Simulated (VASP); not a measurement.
Output of a VASP run:

### OSZICAR
```
       N       E                     dE             d eps       ncg     rms          rms(c)
DAV:   1    -0.434588344431E+03   -0.43459E+03   -0.75582E+00   628   0.787E+00    0.165E+00
DAV:   2    -0.434659008854E+03   -0.70664E-01   -0.18298E-01   688   0.102E+00    0.122E+00
DAV:   3    -0.434700294334E+03   -0.41285E-01   -0.43058E-02   731   0.726E-01    0.164E+00
DAV:   4    -0.434769683834E+03   -0.69390E-01   -0.14619E-01   771   0.166E+00    0.103E+00
DAV:   5    -0.434759609397E+03    0.10074E-01   -0.10208E-01   699   0.116E+00    0.710E-01
DAV:   6    -0.434755924510E+03    0.36849E-02   -0.17488E-02   678   0.381E-01    0.554E-01
DAV:   7    -0.434756473806E+03   -0.54930E-03   -0.20768E-02   707   0.408E-01    0.396E-01
DAV:   8    -0.434759799830E+03   -0.33260E-02   -0.29322E-02   667   0.461E-01    0.336E-01
DAV:   9    -0.434762623432E+03   -0.28236E-02   -0.21378E-02   683   0.371E-01    0.347E-01
DAV:  10    -0.434764094510E+03   -0.14711E-02   -0.20247E-02   715   0.362E-01    0.339E-01
DAV:  11    -0.434764974515E+03   -0.88000E-03   -0.19170E-02   763   0.370E-01    0.314E-01
DAV:  12    -0.434765898911E+03   -0.92440E-03   -0.15557E-02   686   0.322E-01    0.286E-01
DAV:  13    -0.434766751934E+03   -0.85302E-03   -0.11417E-02   728   0.259E-01    0.260E-01
DAV:  14    -0.434767404545E+03   -0.65261E-03   -0.86170E-03   702   0.223E-01    0.234E-01
DAV:  15    -0.434767853182E+03   -0.44864E-03   -0.64135E-03   736   0.199E-01    0.207E-01
DAV:  16    -0.434768140232E+03   -0.28705E-03   -0.46433E-03   710   0.173E-01    0.180E-01
DAV:  17    -0.434768314113E+03   -0.17388E-03   -0.32428E-03   720   0.143E-01    0.154E-01
DAV:  18    -0.434768424695E+03   -0.11058E-03   -0.23222E-03   686   0.118E-01    0.131E-01
DAV:  19    -0.434768510777E+03   -0.86082E-04   -0.17033E-03   688   0.986E-02    0.112E-01
DAV:  20    -0.434768589428E+03   -0.78651E-04   -0.12975E-03   662   0.830E-02    0.958E-02
DAV:  21    -0.434768664462E+03   -0.75034E-04   -0.10362E-03   688   0.725E-02    0.838E-02
DAV:  22    -0.434768732781E+03   -0.68319E-04   -0.85013E-04   678   0.654E-02    0.745E-02
DAV:  23    -0.434768790282E+03   -0.57501E-04   -0.70466E-04   688   0.612E-02    0.674E-02
DAV:  24    -0.434768834519E+03   -0.44237E-04   -0.57266E-04   694   0.569E-02    0.611E-02
DAV:  25    -0.434768865478E+03   -0.30959E-04   -0.45162E-04   688   0.520E-02    0.549E-02
DAV:  26    -0.434768885520E+03   -0.20042E-04   -0.34177E-04   662   0.461E-02    0.486E-02
DAV:  27    -0.434768898302E+03   -0.12782E-04   -0.25397E-04   672   0.398E-02    0.427E-02
DAV:  28    -0.434768907332E+03   -0.90305E-05   -0.18752E-04   643   0.333E-02    0.369E-02
DAV:  29    -0.434768914984E+03   -0.76512E-05   -0.14269E-04   568   0.281E-02    0.322E-02
DAV:  30    -0.434768922454E+03   -0.74704E-05   -0.11631E-04   563   0.248E-02    0.284E-02
DAV:  31    -0.434768929942E+03   -0.74885E-05   -0.99384E-05   539   0.227E-02
   1 F= -.43476893E+03 E0= -.43476893E+03  d E =-.129478E-11  mag=     2.0000
```

**OUTCAR**
```
------------------------ aborting loop because EDIFF is reached ----------------------------------------
  volume of cell :      611.30
      direct lattice vectors                 reciprocal lattice vectors
     8.486959016  0.000000000  0.000000000     0.117827834  0.000000000  0.000000000
     0.000000000  8.486959016  0.000000000     0.000000000  0.117827834  0.000000000
     0.000000000  0.000000000  8.486959016     0.000000000  0.000000000  0.117827834
  FREE ENERGIE OF THE ION-ELECTRON SYSTEM (eV)
  ---------------------------------------------------
  free  energy   TOTEN  =      -434.7689299424 eV

  energy  without entropy=     -434.7689299424  energy(sigma->0) =     -434.76892994

  exchange ACFDT corr.  =         0.00000000  see jH, gK, PRB 81, 115126

 total charge

# of ion       s       p       d       tot
------------------------------------------
    1        0.141   0.172   0.074   0.386
    2        0.139   0.169   0.073   0.381
    3        0.139   0.169   0.072   0.380
    4        0.140   0.171   0.074   0.385
    5        0.139   0.169   0.073   0.381
    6        0.156   0.181   0.075   0.411
    7        0.139   0.169   0.073   0.381
    8        0.139   0.169   0.072   0.380
    9        0.149   0.172   0.072   0.392
   10        0.148   0.172   0.071   0.392
   11        0.152   0.189   0.083   0.424
   12        0.139   0.169   0.073   0.381
   13        0.138   0.168   0.072   0.378
   14        0.141   0.172   0.074   0.386
   15        0.139   0.169   0.073   0.381
   16        0.139   0.169   0.072   0.380
   17        0.148   0.172   0.071   0.391
   18        0.149   0.172   0.072   0.392
   19        0.141   0.172   0.075   0.388
   20        0.140   0.169   0.073   0.381
   21        0.140   0.169   0.073   0.381
   22        0.138   0.168   0.072   0.378
   23        0.139   0.168   0.071   0.378
   24        0.139   0.167   0.071   0.378
   25        0.139   0.169   0.072   0.380
   26        0.153   0.186   0.083   0.422
   27        0.139   0.169   0.073   0.381
   28        0.138   0.168   0.072   0.378
   29        0.139   0.168   0.071   0.378
   30        0.139   0.168   0.071   0.378
   31        0.138   0.168   0.072   0.378
   32        1.573   3.580   0.000   5.152
   33        1.573   3.592   0.000   5.165
   34        1.573   3.567   0.000   5.140
   35        1.573   3.577   0.000   5.151
   36        1.573   3.578   0.000   5.151
   37        1.572   3.585   0.000   5.157
   38        1.577   3.567   0.000   5.144
   39        1.578   3.562   0.000   5.141
   40        1.573   3.567   0.000   5.141
   41        1.572   3.581   0.000   5.152
   42        1.573   3.576   0.000   5.148
   43        1.571   3.581   0.000   5.151
   44        1.573   3.579   0.000   5.152
   45        1.572   3.595   0.000   5.167
   46        1.576   3.570   0.000   5.146
   47        1.575   3.576   0.000   5.151
   48        1.573   3.566   0.000   5.140
   49        1.572   3.581   0.000   5.152
   50        1.577   3.569   0.000   5.146
   51        1.572   3.580   0.000   5.152
   52        1.571   3.583   0.000   5.154
...
```
(Selected blocks of OUTCAR.)

**POSCAR**
```
Mg31O31
1
    8.4869590160     0.0000000000     0.0000000000
    0.0000000000     8.4869590160     0.0000000000
    0.0000000000     0.0000000000     8.4869590160
Mg O
31 31
Direct
  0.4999906139   0.9999468956   0.9969908581
  0.7485390128   0.2511622957   0.9996719559
  0.7507016302   0.0000908507   0.2510104611
  0.0000027203   0.9999266172   0.9991491257
  0.2512573286   0.2511752937   0.9996467968
  0.5000678330   0.4998322356   0.9942908875
  0.7487559134   0.7486895789   0.9993949542
  0.2491323950   0.0000391755   0.2511493781
  0.4997155166   0.2414389253   0.2549768013
  0.7586542818   0.5001025683   0.2549122390
  0.4996263028   0.9999469865   0.5024199679
  0.7429902149   0.2566678285   0.4993945442
  0.7488995009   0.9998216841   0.7483839026
  0.0003272319   0.4998706747   0.9976506356
  0.2515022311   0.7486183417   0.9996659459
  0.9999508928   0.2493421190   0.2512387188
  0.2416985845   0.4999881705   0.2556440763
  0.5000990030   0.7587766017   0.2545841879
  0.9994795416   0.9999368612   0.5008377268
  0.2558160275   0.2563446808   0.4997780138
  0.7432505706   0.7434021404   0.4992880454
  0.2506758768   0.9997081296   0.7485846552
  0.4997275263   0.2560087947   0.7416566771
  0.7440642739   0.4998380974   0.7422598356
  0.0000703084   0.7507954887   0.2510839290
  0.9996084803   0.5001163276   0.5029605357
  0.2562247600   0.7435376511   0.4994868133
  0.9996235536   0.2505981662   0.7487899795
  0.2558428567   0.4998466767   0.7422006743
  0.4999351582   0.7434652847   0.7414398799
  0.9999306319   0.7491401839   0.7487239419
  0.7473179165   0.2525861671   0.2499709865
  0.0001266202   0.5000655471   0.2470269846
  0.9994526019   0.2481386213   0.4992770753
  0.2522419298   0.2524591373   0.2501565702
  0.7476063187   0.7475713435   0.2497676282
  0.9999164432   0.0000426836   0.2490379881
  0.4994925909   0.2361880946   0.4972201615
  0.7634218171   0.5000759297   0.4973662270
  0.9996970096   0.7517735705   0.4991871542
  0.7488052995   0.2507166285   0.7496138428
  0.9997904559   0.4998872776   0.7527756947
  0.9999334918   0.2498287742   0.0007848186
  0.2525410562   0.7474947555   0.2500286614
  0.4999046966   0.0000906078   0.2465288916
  0.2358380586   0.4999360407   0.4978144222
  0.4997691726   0.7637418130   0.4968707385
  0.7514874524   0.9999502499   0.4989802088
  0.2505581539   0.2506681786   0.7497538619
  0.4999503116   0.4997735370   0.7611257744
  0.7489618631   0.7488876669   0.7494970521
  0.9997618314   0.9998015773   0.7508577561
  0.4998468715   0.2511616077   0.0036435778
  0.7488174471   0.4998733061   0.0038602340
  0.0001561495   0.7500042782   0.0006488505
  0.2476712254   0.9998817269   0.4991463633
  0.2509093406   0.7488496373   0.7496274412
  0.4998265110   0.9997564136   0.7521405163
  0.2514893691   0.4998848727   0.0039829140
  0.5000965208   0.7485647238   0.0035638436
  0.7500250831   0.9999698965   0.0004710372
  0.2499496174   0.9998990091   0.0006135788
```

Q: Reconstruct the remaining input files.

A: Several could match; the one computed here: the input of the run itself, HSE06 screened hybrid, plane waves, VASP's PBE PAW potentials (set 64).

### INCAR
```
! general
SYSTEM  =Mg31O31
PREC    =Normal
ENCUT   =400
LREAL   =Auto
LASPH   =.TRUE.
ISYM    =0

! electronic loop
EDIFF   =1E-5
NELM    =50
NELMIN  =4
ALGO    =Normal

! smearing
ISMEAR  =0
SIGMA   =0.05

! functional
GGA     =PE
LHFCALC =.TRUE.
AEXX    =0.25
HFSCREEN=0.2
PRECFOCK=Fast

! spin
ISPIN   =2
MAGMOM  =62*0.0323
NUPDOWN =2

! ions
ISIF    =0

! output
LWAVE   =.FALSE.
LCHARG  =.FALSE.
LORBIT  =10
```

**KPOINTS**
```
Automatic mesh
0
Gamma
1 1 1
0 0 0
```

POTCAR, in this order: Mg O (PBE.64 set). Program: vasp_gam. Read from the step before: WAVECAR.

The supercell is sampled at Γ alone, which is coarse: total energies, pressure and levels can be off, energies of defects by several tenths of an eV.

The cell is a supercell with a defect, built from MgO (rock salt): vac_Mg-vac_O. The cell's shape comes from a PBE relaxation.
